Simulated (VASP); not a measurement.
Here is the system:

```
CELL_PARAMETERS angstrom
      1.75090    -3.03265     0.00000
      1.75090     3.03265     0.00000
      0.00000     0.00000     5.39899
ATOMIC_POSITIONS crystal
  Tm 0.33333 0.66667 0.24074
  Tm 0.66667 0.33333 0.75000
```

These are PBEsol GGA, VASP's PBE PAW potentials (set 64) (plane waves; VASP) values and carry that method's errors. Numerical set-up: 480 eV cut-off, 12×12×6 Γ-centred mesh, first-order Methfessel-Paxton smearing of 0.10 eV, potentials Tm_3.

The 4f electrons are frozen in the core of the lanthanide potential, so 4f levels, which can set the real gap, and their magnetism are missing.

### Question
Which forces act on the atoms, in eV/Å?

### Answer

| atom | Fx | Fy | Fz |
|---|---|---|---|
| Tm1 | 0.000 | 0.000 | 0.240 |
| Tm2 | 0.000 | 0.000 | -0.240 |

### Question
Give the stress tensor in GPa (positive for a compressed cell).

### Answer

```
0.09  0.00  0.00
0.00  0.09  0.00
0.00  0.00  0.31
```
The pressure is its mean diagonal, 0.16 GPa.

The compound is Tm in the hcp structure. This cell was strained or had an atom moved on purpose.
